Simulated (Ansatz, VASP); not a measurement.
# Cross-check of ScAgPd (ScAgPd in the AlB2 type) between VASP and Ansatz, part 2 of 2

Aim: how closely do two programs agree when they are given the same cell, functional and k mesh? The cell is generated by rule, not measured, and may not be a known phase. Of the first pair: The cell is taken from a series of runs on this material, whose earlier steps may have relaxed, scaled, displaced or heated it; both programs get it as it stands.

VASP 6.6.1 and Ansatz 0.2.0.

So far: The structure; VASP: relaxation of cell and atoms, LDA, pair 1; Ansatz: relaxation of cell and atoms, LDA, pair 1.

**4. Side by side**

Known differences besides the potentials themselves: the data sets hold 48 valence electrons in Ansatz (on its PAW soft_1 files) and 32 in VASP; the cutoff is 420 eV in Ansatz and 500 eV in VASP; VASP's log shows a relativistic correction to its local exchange, Ansatz's none; Ansatz adds a Pulay correction to the stress that steers its cell, VASP none. Total energies have different zeros and are not compared.

Compared:

```tsv
quantity	Ansatz	VASP	difference
volume (Å³)	50.42	50.52	-0.19 %
edge a after relaxation, in the typed setting (Å)	4.514	4.517	-0.06 %
edge c after relaxation, in the typed setting (Å)	2.857	2.859	-0.07 %
```

**5. Ansatz: relaxation of cell and atoms, LDA, pair 2**

The relaxed volume is the usual yardstick between codes: in a stiff, nearly cubic crystal its relative difference is about their pressure difference at one cell divided by the bulk modulus. Its start cell is another than that of the pair before, and may be another structure of the material.

The two relaxations start from unlike cells of this crystal, so only their ends are compared.

The input, input.yaml:

```yaml
crystal:
  lattice:
    - [3.96893, 0.0, 0.0]
    - [-1.98446, 3.43719, 0.0]
    - [0.0, 0.0, 4.16737]
  atoms:
    - { symbol: Sc, position: [0.0, 0.0, 0.0] }
    - { symbol: Ag, position: [0.33333333, 0.66666667, 0.5] }
    - { symbol: Pd, position: [0.66666667, 0.33333333, 0.5] }
kpoints:
  mp_grid: { grid: [6, 6, 6] }
hamiltonian:
  xc: lda
  pseudopotentials: { kind: paw, azcp: { folder: soft_1 }, xc_functional: pbe }
scf:
  occupations: { method: gaussian, width: 0.1 }
output:
  forces: true
  stress: true
  eigenvalues: true
relax:
  adjacent_minimum: "off"
  f_tol: 0.05
  max_steps: 80
  cell: { stress_tol: 0.5 }
```

Started as:

```
$ ansatz run input.yaml --threads 4 --pin off --max-ram 12288MiB --backend cpu --events-out ev --progress --plain --runs-dir out
```

Numbers of over 12 decimals in the logs are rounded to 6 here.

The program printed:

```text
[...]
Crystal: 3 atoms, lattice volume = 56.851 Å³
Basis set: ecut = 420 eV, 1105 PW (Γ)
Bands: 29, of which v1, the nominal top of the filled ones, is band 24 counted from 1 (23 counted from 0)
Symmetry: 12 space group operations
[...]
k-points: 28 of 216 (time reversal used)
[...]
--- Relaxed structure (12 steps of the walk, 12 accepted, 2 SCFs on fresh bases) ---
[...]
cell:  # Å, volume = 50.1781 Å³
    - [4.523406, -3.290044584304441e-6, 0.0]
    - [-2.261700, 3.917386, 0.0]
    - [0.0, 0.0, 2.831732]
  atoms:
    - { symbol: Sc, position: [0, 0, 0.0] }
    - { symbol: Ag, position: [0.333333, 0.666667, 0.5] }
    - { symbol: Pd, position: [0.666667, 0.333333, 0.5] }
[key lines of the parts left out:]
SCF converged after 7 iterations
Free energy (F): -16393.197966 eV
Fermi energy:    16.410768 eV
P = ⅓ Tr σ = 0.0761 GPa (0.761 kbar)
```

**6. VASP: relaxation of cell and atoms, LDA, pair 2**

Its own start cell and the same functional (in two slightly different forms), mesh and smearing now go to VASP, with its own data sets.

The input, INCAR:

```
SYSTEM = ScAgPd
PREC = Accurate
ENCUT = 500
EDIFF = 1E-07
NELM = 120
ISMEAR = 0
SIGMA = 0.1
LREAL = .FALSE.
ALGO = Normal
GGA = PW92
NBANDS = 22
LASPH = .TRUE.
LORBIT = 11
LWAVE = .FALSE.
LCHARG = .FALSE.
ISIF = 3
IBRION = 2
NSW = 80
EDIFFG = -0.005
GGA_COMPAT = .FALSE.
NELMIN = 4
KPAR = 2
```

The input, POSCAR:

```
ScAgPd
1.0
    4.5249212466     -0.0000033583      0.0000000000
   -2.2624571494      3.9186984657      0.0000000000
    0.0000000000      0.0000000000      2.8360256746
Sc Ag Pd
1 1 1
Direct
    0.0000000000      0.0000000000      0.0000000000
    0.3333333333      0.6666666667      0.5000000000
    0.6666666667      0.3333333333      0.5000000000
```

The input, KPOINTS:

```
Automatic mesh
0
Gamma
6 6 6
0 0 0
```

Potentials, in the order of the species: Sc_sv, Ag and Pd (LDA family, release 64).

Started as:

```
$ mpirun -np 2 vasp_std
```

The program printed:

```text
[banner, memory and clock lines left out]
running    2 mpi-ranks, on    1 nodes
[...]
[... a notice as in an earlier step ...]

 LDA part: xc-table for (Slater(with rela. corr.)+PW92), standard interpolation
 POSCAR, INCAR and KPOINTS ok, starting setup
[...]
entering main loop
       N       E                     dE             d eps       ncg     rms          rms(c)
DAV:   1     0.276666254707E+03    0.27667E+03   -0.14381E+04  1240   0.152E+03
DAV:   2    -0.611977465495E+00   -0.27728E+03   -0.26336E+03  1296   0.419E+02
DAV:   3    -0.196361693693E+02   -0.19024E+02   -0.16352E+02  1904   0.108E+02
DAV:   4    -0.201596879932E+02   -0.52352E+00   -0.52039E+00  1742   0.181E+01
[...]
DAV:  13    -0.183119693413E+02   -0.21689E-06   -0.68654E-06  1902   0.292E-02    0.424E-03
DAV:  14    -0.183119691778E+02    0.16357E-06   -0.40001E-07  1302   0.670E-03    0.117E-03
DAV:  15    -0.183119691624E+02    0.15312E-07   -0.92345E-08   720   0.390E-03
   1 F= -.18311969E+02 E0= -.18307282E+02  d E =-.183120E+02
[... from here on, the cycles between the ionic steps are left out ...]
   2 F= -.18311994E+02 E0= -.18307339E+02  d E =-.252015E-04
   3 F= -.18312000E+02 E0= -.18307335E+02  d E =-.310421E-04
   4 F= -.18312011E+02 E0= -.18307385E+02  d E =-.105760E-04
 trial-energy change:   -0.000011  1 .order   -0.000011   -0.000020   -0.000002
 step:   1.0300(harm=  1.0300)  dis= 0.00000  next Energy=   -18.312011 (dE=-0.110E-04)
 reached required accuracy - stopping structural energy minimisation
```

OUTCAR, selected parts (step 6):

```text
  Total       -0.0008989     -0.0008989     -0.0030339     -0.0000000      0.0000000      0.0000000
  in kB       -0.0286298     -0.0286298     -0.0966271     -0.0000000      0.0000000      0.0000000
  external PRESSURE =      -0.0512956 kB  Pullay stress =       0.0000000 kB

 POSITION                                       TOTAL-FORCE (eV/Angst)
 -----------------------------------------------------------------------------------
     -2.26384      3.92109     -0.00000         0.000000     -0.000000      0.000000
      0.00000      2.61406      1.41676        -0.000000      0.000000      0.000000
      2.26384      1.30703      1.41676         0.000000     -0.000000      0.000000
 -----------------------------------------------------------------------------------
    total drift:                               -0.000001      0.000000     -0.000000

  FREE ENERGIE OF THE ION-ELECTRON SYSTEM (eV)
  ---------------------------------------------------
  free  energy   TOTEN  =       -18.3120107806 eV

  energy  without entropy=      -18.3027582674  energy(sigma->0) =      -18.30738452

[... 1 part as in an earlier step ...]

[... 3 further parts left out ...]
[key lines of the parts left out:]
E-fermi :   7.9564
```

The k-mesh is coarse for a metal.

**7. Side by side**

What differs besides the data sets and the points named for the pairs above, as far as they apply: the data sets hold 48 valence electrons in Ansatz (on its PAW soft_1 files) and 32 in VASP. Total energies have different zeros and are not compared.

Compared:

```tsv
quantity	Ansatz	VASP	difference
volume (Å³)	50.18	50.30	-0.25 %
edge a after relaxation, in the typed setting (Å)	4.523	4.528	-0.09 %
edge c after relaxation, in the typed setting (Å)	2.832	2.833	-0.06 %
```

**8. Ansatz: zone-centre phonons, LDA**

Second derivatives magnify differences that forces hide, and they need a tight electronic threshold.

The cell is taken from a series of runs on this material, whose earlier steps may have relaxed, scaled, displaced or heated it; both programs get it as it stands.

The input, input.yaml:

```yaml
crystal:
  lattice:
    - [4.5133931762, -3.2827e-06, 0.0]
    - [-2.2566937452, 3.9087147892, 0.0]
    - [0.0, 0.0, 2.8583499932]
  atoms:
    - { symbol: Sc, position: [0.0, 0.0, 0.0] }
    - { symbol: Ag, position: [0.3333333333, 0.6666666667, 0.5] }
    - { symbol: Pd, position: [0.6666666667, 0.3333333333, 0.5] }
kpoints:
  mp_grid: { grid: [4, 4, 6] }
hamiltonian:
  xc: lda
  pseudopotentials: { kind: paw, azcp: { folder: soft_1 }, xc_functional: pbe }
scf:
  occupations: { method: methfessel_paxton, width: 0.2 }
output:
  eigenvalues: true
phonons:
  method: dfpt
  qmesh: [2, 2, 2]
  temperatures: { t_max: 1000, t_step: 50 }
  qpath:
    path:
      - [[0.0, 0.0, 0.0], [0.5, 0.0, 0.0], [0.33333333, 0.33333333, 0.0], [0.0, 0.0, 0.0], [0.0, 0.0, 0.5], [0.5, 0.0, 0.5], [0.33333333, 0.33333333, 0.5], [0.0, 0.0, 0.5]]
      - [[0.5, 0.0, 0.5], [0.5, 0.0, 0.0]]
      - [[0.33333333, 0.33333333, 0.5], [0.33333333, 0.33333333, 0.0]]
    npoints: 10
```

Started as:

```
$ ansatz run input.yaml --threads 4 --pin off --max-ram 12288MiB --backend cpu --events-out ev --progress --plain --runs-dir out
```

The program printed:

```text
[...]
largest difference from the sums on the solved wave vectors: F 1.44e-1 eV, S 2.17e-4 and C_V 7.36e-5 eV/K
  zero-point energy: 0.076363 eV/cell   skipped modes (ω ≤ 0): 17, of them read as no rigid motion or as one in doubt: 14 (2.095e-2 modes/cell left out, lowest -30.40 cm⁻¹)   left out of the sums: 2.39e-3 of the cell's modes: C_V's classical limit lies that fraction below 3 k_B per atom; for a crystal, a wire or a layer, F and S can be off by more, and a phonons.interpolated_qmesh denser along its periods is the remedy for the sampling
[key lines of the parts left out:]
SCF converged after 14 iterations
Free energy (F): -16393.250872 eV
Fermi energy:    16.279514 eV
```

**9. VASP: zone-centre phonons, LDA**

The same cell, functional (in two slightly different forms), mesh and smearing now go to VASP, with its own data sets.

The input, INCAR:

```
SYSTEM = ScAgPd
PREC = Accurate
ENCUT = 500
EDIFF = 1E-08
NELM = 120
ISMEAR = 1
SIGMA = 0.2
LREAL = .FALSE.
ALGO = Normal
GGA = PW92
NBANDS = 22
LASPH = .TRUE.
LORBIT = 11
LWAVE = .FALSE.
LCHARG = .FALSE.
ISIF = 2
IBRION = 8
GGA_COMPAT = .FALSE.
KPAR = 2
```

The input, POSCAR:

```
ScAgPd
1.0
    4.5133931762     -0.0000032827      0.0000000000
   -2.2566937452      3.9087147892      0.0000000000
    0.0000000000      0.0000000000      2.8583499932
Sc Ag Pd
1 1 1
Direct
    0.0000000000      0.0000000000      0.0000000000
    0.3333333333      0.6666666667      0.5000000000
    0.6666666667      0.3333333333      0.5000000000
```

The input, KPOINTS:

```
Automatic mesh
0
Gamma
4 4 6
0 0 0
```

Started as:

```
$ mpirun -np 2 vasp_std
```

The program printed:

```text
[... set-up lines as in an earlier step ...]
 entering main loop
       N       E                     dE             d eps       ncg     rms          rms(c)
DAV:   1     0.287260440354E+03    0.28726E+03   -0.14465E+04   704   0.152E+03
DAV:   2    -0.227495821603E+01   -0.28954E+03   -0.27339E+03   764   0.437E+02
DAV:   3    -0.198182954247E+02   -0.17543E+02   -0.15122E+02  1118   0.110E+02
DAV:   4    -0.201886692823E+02   -0.37037E+00   -0.36884E+00  1004   0.151E+01
[...]
DAV:  13    -0.183654351048E+02   -0.36471E-06   -0.33464E-06  1060   0.211E-02    0.310E-03
DAV:  14    -0.183654350748E+02    0.29974E-07   -0.25431E-07  1016   0.596E-03    0.733E-04
DAV:  15    -0.183654350710E+02    0.38253E-08   -0.24598E-08   620   0.182E-03
   1 F= -.18365435E+02 E0= -.18365705E+02  d E =0.809410E-03
 Linear response reoptimize wavefunctions to high precision
DAV:   1    -0.183654350706E+02    0.38699E-09   -0.54913E-09   580   0.103E-03
DAV:   2    -0.183654350708E+02   -0.14643E-09   -0.44673E-10   400   0.246E-04
[...]
RMM:  12    -0.264458173715E+00   -0.73287E-07   -0.29188E-09  3378   0.220E-05    0.739E-06
RMM:  13    -0.264458201527E+00   -0.27812E-07   -0.60588E-11  3271   0.958E-06    0.195E-06
RMM:  14    -0.264458192464E+00    0.90625E-08   -0.33003E-10  2939   0.468E-06    0.514E-07
 first order change of Fermi-energy   0.15205E-03
 force on displaced ion       3 direction 1 :  -8.910   0.004   0.000
 Linear response progress:
  Degree of freedom:   6/  6
       N       E                     dE             d eps       ncg     rms          rms(c)
RMM:   1    -0.245471311803E+00   -0.24547E+00   -0.23872E-01  1465   0.273E+00
RMM:   2    -0.245408590715E+00    0.62721E-04   -0.22355E-02  1479   0.760E-01    0.977E-02
RMM:   3    -0.245325934793E+00    0.82656E-04   -0.18754E-04  1233   0.868E-02    0.576E-02
RMM:   4    -0.245252929753E+00    0.73005E-04   -0.49357E-04  1342   0.993E-02    0.164E-02
[...]
RMM:  15    -0.245157883209E+00   -0.68670E-07    0.12461E-10  1206   0.906E-06    0.482E-06
RMM:  16    -0.245157934024E+00   -0.50814E-07    0.13325E-11  1147   0.671E-06    0.305E-07
RMM:  17    -0.245157935022E+00   -0.99795E-09    0.95542E-11  1091   0.244E-06    0.462E-07
 first order change of Fermi-energy  -0.11325E-02
 force on displaced ion       3 direction 3 :   0.000   0.000  -0.540
 Linear response finished
```

OUTCAR, selected parts (step 9):

```text
  Total        0.0796354      0.0796354     -0.1435927     -0.0000000      0.0000000      0.0000000
  in kB        2.5302561      2.5302561     -4.5623707     -0.0000000      0.0000000      0.0000000
  external PRESSURE =       0.1660471 kB  Pullay stress =       0.0000000 kB

 POSITION                                       TOTAL-FORCE (eV/Angst)
 -----------------------------------------------------------------------------------
      0.00000      0.00000      0.00000        -0.000000      0.000000      0.000000
      0.00000      2.60581      1.42917         0.000000      0.000000      0.000000
      2.25670      1.30290      1.42917        -0.000000     -0.000000      0.000000
 -----------------------------------------------------------------------------------
    total drift:                               -0.000000      0.000000     -0.000000

[... 2 further parts left out ...]
```

**10. Side by side**

What differs besides the data sets and the points named for the pairs above, as far as they apply: VASP's run holds the zone centre alone; the data sets hold 48 valence electrons in Ansatz (on its PAW soft_1 files) and 32 in VASP. Total energies have different zeros and are not compared.

Compared:

```tsv
quantity	Ansatz	VASP	difference
optical mode 1 (imaginary, printed as negative) (cm⁻¹)	-15.6	-16.6	+1.1
optical mode 2 (cm⁻¹)	147.7	148.8	-0.74 %
optical mode 3 to 4 (cm⁻¹)	173.3	175.6	-1.33 %
optical mode 5 to 6 (cm⁻¹)	211.6	211.1	+0.22 %
```

Modes are paired by rising frequency, not by their patterns, so a pair may set unlike modes beside each other; they are those without the splitting of longitudinal modes.

**11. Results**

```json
{"difference in volume (relaxation of cell and atoms, LDA, pair 1)": "-0.19 %", "difference in volume (relaxation of cell and atoms, LDA, pair 2)": "-0.25 %", "r.m.s. difference of the optical zone-centre modes, each program's sorted by frequency (zone-centre phonons, LDA)": "1.5 cm⁻¹", "difference in optical mode 3 to 4 (zone-centre phonons, LDA)": "-1.3 %"}
```

What this shows: The difference in volume is -0.25 % (relaxation of cell and atoms, LDA, pair 2), within the 1.2 % picked in this series as the mark of a large difference, as far as the stopping tolerances let one tell. The data sets hold unlike numbers of valence electrons (48 in Ansatz and 32 in VASP), so part of the differences comes from the potentials. Among the rows given in per cent, the largest difference of the zone-centre phonons, LDA pair is in optical mode 3 to 4, -1.3 %. Such differences can come from data sets, numerical settings and the points named under the comparisons, not from the functional's error against experiment.

[Lines on the potential files, build, host, timing and source positions are cut from VASP's logs without a mark.]

[Logs are printed without paths, hosts, clocks, repeated set-up lines and the standing remarks that a program may print on its own settings, such as how far it seeks lower states.]

[Hosts, paths, dates, database ids (printed as entryN), source tags and the programs' standing remarks are cut or masked in the printed files.]
